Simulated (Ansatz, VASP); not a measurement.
# SnTe in two plane-wave programs, part 2 of 2

One calculation is typed for both programs; each brings its own data sets. How far apart do they land? The cell is taken from a series of runs on this material, whose earlier steps may have relaxed, scaled, displaced or heated it; both programs get it as it stands.

VASP 6.6.1 and Ansatz 0.2.0.

So far: The structure; VASP: zone-centre phonons, LDA.

## Step 3: Ansatz: zone-centre phonons, LDA

Level of this step: Ansatz beside VASP: Kohn-Sham DFT, plane waves, LDA (Ansatz).

Ansatz runs on its PAW soft_1 files.

The same cell, functional (in two slightly different forms), mesh and smearing now go to Ansatz, which takes its cutoff from its data sets.

Input file input.yaml:

```yaml
crystal:
  lattice:
    - [0.0, 3.1490236803, 3.1165834804]
    - [3.1490236803, 0.0, 3.1165834804]
    - [3.1490236803, 3.1490236803, 0.0]
  atoms:
    - { symbol: Sn, position: [0.0, 0.0, 0.0] }
    - { symbol: Te, position: [0.5, 0.5, 0.5] }
kpoints:
  mp_grid: { grid: [12, 12, 12] }
hamiltonian:
  xc: lda
  pseudopotentials: { kind: paw, azcp: { folder: soft_1 }, xc_functional: pbe }
scf:
  occupations: { method: gaussian, width: 0.01 }
output:
  eigenvalues: true
phonons:
  method: dfpt
```

Launch:

```
$ ansatz run input.yaml --threads 4 --pin off --max-ram 10240MiB --backend cpu --events-out ev --progress --plain --runs-dir out
```

Numbers of over 12 decimals in the logs are rounded to 6 here.

The log of the run:

```text
zone centre: on kpoints.mp_grid the ground state, and the responses unless they are solved on pairs of k-points, stand on 280 of the mesh's 1728 k-points, reduced under 8 symmetry operations, with k and −k counted as one. Each operation leaves every solved displacement unchanged or reverses it
Engine: ansatz 0.2.0, aarch64-unknown-linux-gnu
Pseudopotentials: kind: paw
Pseudopotential: Sn, paw, valence charge 14, recommended cutoff 420 eV (normal), soft_1/Sn.paw.azcp
Pseudopotential: Te, paw, valence charge 16, recommended cutoff 420 eV (normal), soft_1/Te.paw.azcp
Functional definition: SPW92
  exchange = slater_x
  correlation = pw_c
Crystal: 2 atoms, lattice volume = 61.810 Å³
Basis set: ecut = 420 eV, 1243 PW (Γ), exchange–correlation on 60×60×60 points (8 copies of the dense FFT grid, shifted against one another)
Bands: 19, of which v1, the nominal top of the filled ones, is band 15 counted from 1 (14 counted from 0)
Symmetry: 16 space group operations
k-points: 280 of 1728 (irreducible under 8 space group operations)
Non-local potential: Sn, projectors of the file, l = 0: 2, l = 1: 2, l = 2: 2, l = 3: 1
Non-local potential: Te, projectors of the file, l = 0: 2, l = 1: 2, l = 2: 2, l = 3: 1
PAW form: soft (Blöchl's): semilocal exchange-correlation on the pseudo side does not see the compensation charge
PAW frozen core: Sn, regenerated for the run's functional, and the local potential with it (the file was generated under x = pbe(κ = 0.804, μ = 0.219515), c = pbe(β = 0.066725))
PAW frozen core: Te, regenerated for the run's functional, and the local potential with it (the file was generated under x = pbe(κ = 0.804, μ = 0.219515), c = pbe(β = 0.066725))
PAW one-centre angular grid: Sn, 590 points (default); XC on 64 Gauss nodes
PAW one-centre angular grid: Te, 590 points (default); XC on 64 Gauss nodes
Initial density: superposition of atomic densities (chi_scale 0.1, normalization cell, long waves kept (reshape's long-wave potential 0.00 eV rms))
Initial wavefunctions: pseudopotential atomic-orbital guess
Functional: x = slater, c = lda
SCF iter   1: F=—  HF=-12707.420214 eV  |F-HF|=—  |Δ(HF+E_count)|=         —  Δρ=1.06e-2  dr2=7.69e-2  ethr=3.10e-3  ⟨swp⟩=7.7  Hψ=31874  notcnv=0
preconditioner: auto → none  [insulator: Δε(μ)=0.137 eV  Ē_g=8.751 eV  σ=0.010 eV  W_gap=1.00  n_scr=14 (ndim 8)  ℏωp=14.9 eV  f_vac=0.000  D(μ)=0.00/eV (n_scr^D=0)  ε∞_Penn≈3.9]
SCF iter   2: F=—  HF=-12707.406942 eV  |F-HF|=—  |Δ(HF+E_count)|=   1.33e-2  Δρ=5.06e-3  dr2=1.84e-2  ethr=2.56e-4  ⟨swp⟩=2.0  Hψ=8867  notcnv=0
SCF iter   3: F=—  HF=-12707.405016 eV  |F-HF|=—  |Δ(HF+E_count)|=   1.93e-3  Δρ=4.27e-4  dr2=5.10e-5  ethr=6.14e-5  ⟨swp⟩=3.2  Hψ=10004  notcnv=0
SCF iter   4: F=—  HF=-12707.405028 eV  |F-HF|=—  |Δ(HF+E_count)|=   1.13e-5  Δρ=7.94e-5  dr2=1.74e-6  ethr=1.70e-7  ⟨swp⟩=2.0  Hψ=10278  notcnv=0
SCF iter   5: F=—  HF=-12707.405028 eV  |F-HF|=—  |Δ(HF+E_count)|=   9.75e-8  Δρ=1.99e-5  dr2=1.71e-7  ethr=5.79e-9  ⟨swp⟩=2.0  Hψ=8141  notcnv=0
SCF iter   6: F=—  HF=-12707.405028 eV  |F-HF|=—  |Δ(HF+E_count)|=   6.24e-8  Δρ=2.78e-6  dr2=2.55e-9  ethr=5.70e-10  ⟨swp⟩=2.0  Hψ=8096  notcnv=0
SCF iter   7: F=—  HF=-12707.405028 eV  |F-HF|=—  |Δ(HF+E_count)|=  7.48e-10  Δρ=5.79e-7  dr2=1.64e-10  ethr=8.50e-12  ⟨swp⟩=2.0  Hψ=9520  notcnv=0
SCF iter   8: F=-12707.405028 eV  HF=-12707.405028 eV  |F-HF|=3.64e-12  |Δ(HF+E_count)|=  1.22e-10  Δρ=3.60e-8  dr2=8.04e-13  ethr=1.00e-12  ⟨swp⟩=5.6  Hψ=31095  notcnv=0
SCF 1 converged in 8 iterations: F = -12707.405028 eV  dr2 = 8.04e-13
  greatest PAW one-centre occupation: 0.999 electrons in one spin orbital (limit 2), on the Te atom at site 1 (counted from 0), in its partial waves of l = 2
DFPT response loops at Γ: preconditioner auto → Resta (q_TF=auto, 2.419 Å⁻¹)  ε∞=20.2 (no band partly filled); β = 1.00, the filter's whole step (`scf.mixing.beta` (0.50) is not read by the response loops at its default; to damp them type it under 1.00, their step now; it binds the ground state too); Broyden in place of MSR1
SCF converged after 8 iterations
Free energy (F): -12707.405028 eV
Harris-Foulkes:  -12707.405028 eV  (|F-HF|=3.64e-12)
Internal energy: -12707.405028 eV  (E = F + TS)
E sigma→0 (E₀):  -12707.405028 eV
Fermi energy:    9.555837 eV
--- Per-component energies (eV) ---
  E_band       = -356.098497
  E_kinetic    = 341.324593
  E_local      = -2674.574660  (includes V_loc(G=0)·N_el)
  E_nonlocal   = 221.302899
  E_hartree    = 1331.013424
  E_xc         = -247.380925
  E_vxc        = -184.035459  (∫ρ·V_xc dr)
  E_paw        = -8742.991601  (= ΣΔE_a)
  E_vpaw       = -722.143067  (= ΣTr[D̂ρ^β])
  E_aug_tail   = 0.000350  (compensation charges beyond the density's cutoff)
  E_ewald      = -2937.202642
  E_core_change = 1.103533  (= ΣΔE_core)
  E_smearing   = -0.000000  (= −TS)
  E_closure    = 0.000000  (closes the sum)
  Σ components = -12707.405028   (vs F -12707.405028, Δ=0.00e0)
--- Band table (eV; the first three rows and the last of 280) ---
  k-point 0: bands = [... 11 lower, 4.7478, 7.3239, 7.4390, 7.4390, 12.7792, 12.7792, 13.0369, 14.3385]
  k-point 1: bands = [... 11 lower, 4.4023, 7.3688, 7.4466, 7.6565, 12.4505, 12.4536, 12.6928, 14.2814]
  k-point 2: bands = [... 11 lower, 3.6399, 7.4180, 7.4737, 8.1284, 11.7650, 11.7729, 11.9825, 14.3062]
  k-point 279: bands = [... 11 lower, 2.9132, 3.8957, 5.7578, 5.7578, 11.6873, 14.4291, 14.4291, 16.0418]
--- Phonons (Γ-DFPT): 4 representative perturbations + reference, on 280 of 1728 k-points (Σ response iterations 12) ---
  k mesh reduced under 8 symmetry operations, with k and −k counted as one. Each operation leaves every solved displacement unchanged or reverses it
  ASR residual: 6.186e-5 → 0.000e0 eV/Å²; symmetrization residual: 6.717e-6 eV/Å²
  ASR residual per site (eV/Å²): 6.19e-5 4.74e-5
  Γ frequencies (cm⁻¹): -21.35 -21.35 0.00 0.00 0.00 21.56
  non-analytic LO–TO correction: not included (Born effective charges unavailable; polar crystals: no LO–TO splitting at Γ)
```

The column dr2 measures how far the density is from self-consistency, as an energy; F and HF (Harris–Foulkes) agree once it is small.

## Step 4: Differences

Known differences besides the potentials themselves: the two LDA forms differ slightly; the data sets hold 30 valence electrons in Ansatz (on its PAW soft_1 files) and 20 in VASP; the cutoff is 420 eV in Ansatz and 500 eV in VASP; VASP's log shows a relativistic correction to its local exchange, Ansatz's none. Total energies have different zeros and are not compared.

The two programs side by side:

```
                                                   quantity  Ansatz   VASP  difference
optical mode 1 to 2 (imaginary, printed as negative) (cm⁻¹)   -21.4  -10.1       -11.3
                                      optical mode 3 (cm⁻¹)    21.6   29.3        -7.8
```

Modes are paired by rising frequency, not by their patterns, so a pair may set unlike modes beside each other; they are those without the splitting of longitudinal modes.

## Step 5: Outcome

```yaml
r_m_s_difference_of_the_optical_zone_centre_modes_each_program_s_sorted_by_frequency_zone_centre_phonons_lda: 10 cm⁻¹
```

What this shows: The r.m.s. difference of the optical zone-centre modes, each program's sorted by frequency is 10 cm⁻¹ (zone-centre phonons, LDA). The data sets hold unlike numbers of valence electrons (30 in Ansatz and 20 in VASP), so part of the differences comes from the potentials. What causes the difference of the zone-centre phonons, LDA pair stays open here. Such differences can come from data sets, numerical settings and the points named under the comparisons, not from the functional's error against experiment.

[Lines on the potential files, build, host, timing and source positions are cut from VASP's logs without a mark.]

[Logs are printed without paths, hosts, clocks, repeated set-up lines and the standing remarks that a program may print on its own settings, such as how far it seeks lower states.]

[Hosts, paths, dates, database ids (printed as entryN), source tags and the programs' standing remarks are cut or masked in the printed files.]
